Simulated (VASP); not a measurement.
Method: PBEsol GGA, VASP's PBE PAW potentials (set 64) (plane waves; VASP 6.6.1).

The input files of a VASP run:

File KPOINTS:
```
kpoints
0
gamma
8 8 8
```

INCAR:
```
! general
SYSTEM  = CdSe
PREC    = Accurate
ENCUT   = 480
LREAL   = .FALSE.
LASPH   = .TRUE.

! electronic loop
EDIFF   = 1E-7
NELM    = 100
ALGO    = Normal
LMAXMIX = 4

! smearing
ISMEAR  = 0
SIGMA   = 0.05

! functional
GGA     = PS

! ions
IBRION  = 2
NSW     = 30
ISIF    = 2
EDIFFG  = -0.01

! output
LWAVE   = .FALSE.
LCHARG  = .FALSE.
```

POSCAR:
```
CdSe
1
    0.0000000000     3.1004797994     3.1004797994
    3.1004797994     0.0000000000     3.1004797994
    3.1004797994     3.1004797994     0.0000000000
Cd Se
1 1
Direct
  0.0000000000   0.0000000000   0.0000000000
  0.2500000000   0.2500000000   0.2500000000
```

POTCAR, in this order: Cd Se (PBE.64 set). Program: vasp_std.

The run wrote:

OUTCAR:
```
 ion  position               nearest neighbor table
   1  0.000  0.000  0.000-   2 2.69   2 2.69   2 2.69   2 2.69
   2  0.250  0.250  0.250-   1 2.69   1 2.69   1 2.69   1 2.69
  LATTYP: Found a face centered cubic cell.
 ALAT       =     6.2009595988
 Subroutine PRICEL returns:
 Original cell was already a primitive cell.
 Subroutine GETGRP returns: Found 24 space group operations
The static configuration has the point symmetry T_d .
The dynamic configuration has the point symmetry T_d .
 Subroutine INISYM returns: Found 24 space group operations
 Subroutine IBZKPT returns following result:
 Found     29 irreducible k-points:

 Following reciprocal coordinates:
            Coordinates               Weight
  0.000000  0.000000  0.000000      1.000000
  0.125000  0.000000  0.000000      8.000000
  0.250000  0.000000  0.000000      8.000000
  0.375000  0.000000  0.000000      8.000000
  0.500000  0.000000  0.000000      4.000000
  0.125000  0.125000  0.000000      6.000000
  0.250000  0.125000  0.000000     24.000000
  0.375000  0.125000  0.000000     24.000000
  0.500000  0.125000  0.000000     24.000000
 -0.375000  0.125000  0.000000     24.000000
 -0.250000  0.125000  0.000000     24.000000
 -0.125000  0.125000  0.000000     12.000000
  0.250000  0.250000  0.000000      6.000000
  0.375000  0.250000  0.000000     24.000000
  0.500000  0.250000  0.000000     24.000000
 -0.375000  0.250000  0.000000     24.000000
 -0.250000  0.250000  0.000000     12.000000
  0.375000  0.375000  0.000000      6.000000
  0.500000  0.375000  0.000000     24.000000
 -0.375000  0.375000  0.000000     12.000000
  0.500000  0.500000  0.000000      3.000000
  0.375000  0.250000  0.125000     24.000000
  0.500000  0.250000  0.125000     48.000000
 -0.375000  0.250000  0.125000     24.000000
  0.500000  0.375000  0.125000     24.000000
 -0.375000  0.375000  0.125000     48.000000
 -0.250000  0.375000  0.125000     24.000000
 -0.375000  0.500000  0.125000     12.000000
 -0.250000  0.500000  0.250000      6.000000
   k-points           NKPTS =     29   k-points in BZ     NKDIM =     29   number of bands    NBANDS=     13
   number of dos      NEDOS =    301   number of ions     NIONS =      2
   total plane-waves  NPLWV =  32768
   dimension x,y,z NGX =    32 NGY =   32 NGZ =   32
   dimension x,y,z NGXF=    64 NGYF=   64 NGZF=   64
   ions per type =               1   1
   PREC   = accura    normal or accurate (medium, high low for compatibility)
   ISTART =      0    job   : 0-new  1-cont  2-samecut
   ICHARG =      2    charge: 1-file 2-atom 10-const
   ISPIN  =      1    spin polarized calculation?
   LNONCOLLINEAR =      F non collinear calculations
   LSORBIT =      F    spin-orbit coupling
   INIWAV =      1    electr: 0-lowe 1-rand  2-diag
   ENCUT  =  480.0 eV  35.28 Ry    5.94 a.u.   7.83  7.83  7.83*2*pi/ulx,y,z
   NELM   =    100;   NELMIN=  2; NELMDL= -5     # of ELM steps
   EDIFF  = 0.1E-06   stopping-criterion for ELM
   LREAL  =      F    real-space projection
   NLSPLINE    = F    spline interpolate recip. space projectors
   LMAXMIX     =    4 max onsite mixed and CHGCAR
   VOSKOWN=      0    Vosko Wilk Nusair interpolation
   EDIFFG = -.1E-01   stopping-criterion for IOM
   NSW    =     30    number of steps for IOM
   NBLOCK =      1;   KBLOCK =     30    inner block; outer block
   IBRION =      2    ionic relax: 0-MD 1-quasi-New 2-CG
   NFREE  =      1    steps in history (QN), initial steepest desc. (CG)
   ISIF   =      2    stress and relaxation
   ISYM   =      2    0-nonsym 1-usesym 2-fastsym
   TEIN   =    0.0    initial temperature
   TEBEG  =    0.0;   TEEND  =   0.0 temperature during run
   SMASS  =  -3.00    Nose mass-parameter (am)
...
```

**OSZICAR**
```
       N       E                     dE             d eps       ncg     rms          rms(c)
DAV:   1     0.101155730054E+03    0.10116E+03   -0.83467E+03   770   0.115E+03
DAV:   2    -0.216604889334E+01   -0.10332E+03   -0.99609E+02   864   0.278E+02
DAV:   3    -0.651896126286E+01   -0.43529E+01   -0.43435E+01   864   0.590E+01
DAV:   4    -0.654009885467E+01   -0.21138E-01   -0.21135E-01   819   0.420E+00
DAV:   5    -0.654023159680E+01   -0.13274E-03   -0.13274E-03   899   0.300E-01    0.548E+00
DAV:   6    -0.617671718750E+01    0.36351E+00   -0.72990E-01  1021   0.115E+01    0.443E+00
DAV:   7    -0.615527053520E+01    0.21447E-01   -0.13497E-01   809   0.288E+00    0.207E+00
DAV:   8    -0.615385349567E+01    0.14170E-02   -0.13122E-02   804   0.169E+00    0.205E-01
DAV:   9    -0.615375228988E+01    0.10121E-03   -0.19108E-03   859   0.643E-01    0.453E-02
DAV:  10    -0.615377266426E+01   -0.20374E-04   -0.19761E-04   809   0.210E-01    0.402E-02
DAV:  11    -0.615380104274E+01   -0.28378E-04   -0.54814E-05   784   0.652E-02    0.167E-02
DAV:  12    -0.615379977999E+01    0.12627E-05   -0.57279E-06   847   0.343E-02    0.484E-03
DAV:  13    -0.615380025156E+01   -0.47157E-06   -0.14631E-06   779   0.754E-03    0.316E-03
DAV:  14    -0.615380018235E+01    0.69217E-07   -0.14750E-07   604   0.371E-03
   1 F= -.61538002E+01 E0= -.61538002E+01  d E =-.615380E+01
```

File OUTCAR:
```
------------------------ aborting loop because EDIFF is reached ----------------------------------------
  FORCE on cell =-STRESS in cart. coord.  units (eV):
  Direction    XX          YY          ZZ          XY          YZ          ZX
  --------------------------------------------------------------------------------------
  Total       -0.8980273     -0.8980273     -0.8980273     -0.0000000      0.0000000      0.0000000
  in kB      -24.1370070    -24.1370070    -24.1370070     -0.0000000      0.0000000      0.0000000
  external PRESSURE =     -24.1370070 kB  Pullay stress =       0.0000000 kB
  volume of cell :       59.61
      direct lattice vectors                 reciprocal lattice vectors
     0.000000000  3.100479799  3.100479799    -0.161265363  0.161265363  0.161265363
     3.100479799  0.000000000  3.100479799     0.161265363 -0.161265363  0.161265363
     3.100479799  3.100479799  0.000000000     0.161265363  0.161265363 -0.161265363
  FREE ENERGIE OF THE ION-ELECTRON SYSTEM (eV)
  ---------------------------------------------------
  free  energy   TOTEN  =        -6.1538001823 eV

  energy  without entropy=       -6.1538001821  energy(sigma->0) =       -6.15380018

 reached required accuracy - stopping structural energy minimisation
```
(Selected blocks of OUTCAR.)

The compound is CdSe in the zinc blende structure, whereas wurtzite is the usual form. This cell was strained or had an atom moved on purpose.
